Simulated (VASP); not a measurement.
Input of a VASP 6.6.1 run:

INCAR

```
ALGO     = Fast           # electronic algorithm
EDIFF    = 1E-7           # SCF threshold, eV
EDIFFG   = -0.01          # ionic threshold
ENCUT    = 600            # plane-wave cutoff, eV
GGA      = PE             # functional
IBRION   = 2              # ionic algorithm
ISIF     = 3              # what is computed and relaxed
ISMEAR   = 1              # smearing method
LASPH    = True           # aspherical terms in the spheres
LCHARG   = False          # write CHGCAR
LREAL    = False          # projectors in reciprocal space
LWAVE    = False          # write WAVECAR
NELM     = 60             # most SCF steps
NSW      = 60             # ionic steps
PREC     = Accurate       # precision mode
SIGMA    = 0.2            # smearing width, eV
```

Contents of KPOINTS:

```
k-points
0
Gamma
  6 6 6
```

The input POSCAR:

```
Na3BeSb
1.0
    4.4612987000      0.0000000000      0.0000000000
    0.0000000000      4.4612987000      0.0000000000
    0.0000000000      0.0000000000      4.4612987000
Na Be Sb
3 1 1
Direct
    0.0000000000      0.5000000000      0.5000000000
    0.5000000000      0.0000000000      0.5000000000
    0.5000000000      0.5000000000      0.0000000000
    0.5000000000      0.5000000000      0.5000000000
    0.0000000000      0.0000000000      0.0000000000
```

Potentials or basis: VASP PAW PBE potentials, release 64 (Na_pv, Be, Sb).

Run with:

```sh
$ cat potpaw_PBE.64/Na_pv/POTCAR potpaw_PBE.64/Be/POTCAR potpaw_PBE.64/Sb/POTCAR > POTCAR
$ mpirun -np 1 vasp_std > vasp.out
```

(1) Estimate the relaxed cell.

(2) Predict the band gap on the k mesh.

Results:

(1) a = 5.238 Å, b = 5.238 Å, c = 5.238 Å, α = 90.00°, β = 90.00°, γ = 90.00°.

(2) none (metal or under the smearing width).
